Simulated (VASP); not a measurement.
Input of a VASP 6.6.1 run:

File INCAR:

```
SYSTEM = C
  PREC = Accurate
  ENCUT = 520
  EDIFF = 1E-7
  ISMEAR = 0
  SIGMA = 0.05
  LREAL = .False.
  LASPH = .True.
  NELM = 100
  ALGO = Normal
  ISIF = 2
  LWAVE = .False.
  LCHARG = .False.
  NBANDS = 11
```

KPOINTS

```
Automatic mesh
0
Gamma
  14 14 14
  0 0 0
```

Contents of POSCAR:

```
C
1.0
    0.0000000000      2.2454041173      3.0042176949
    1.2963593117      0.0000000000      3.0042176949
    1.2963593117      2.2454041173      0.0000000000
C
2
Direct
    0.1666700000      0.8333300000      0.1666700000
    0.8333300000      0.1666700000      0.8333300000
```

Potentials or basis: VASP PAW LDA potentials, release 64 (C).

The run is started by

```bash
$ cat potpaw_LDA.64/C/POTCAR > POTCAR
$ mpirun -np 1 vasp_std > vasp.out
```

(1) Predict the largest force.

(2) Predict the pressure.

(3) Estimate the band gap on the k mesh.

## Answers

(1) 0.032 eV/Å.

(2) -41.1 GPa.

(3) none (metal or under the smearing width).

Caveat: a pressure of tens of GPa on the cell as given is suspect, and the run, the potentials or the cell itself is likely at fault.
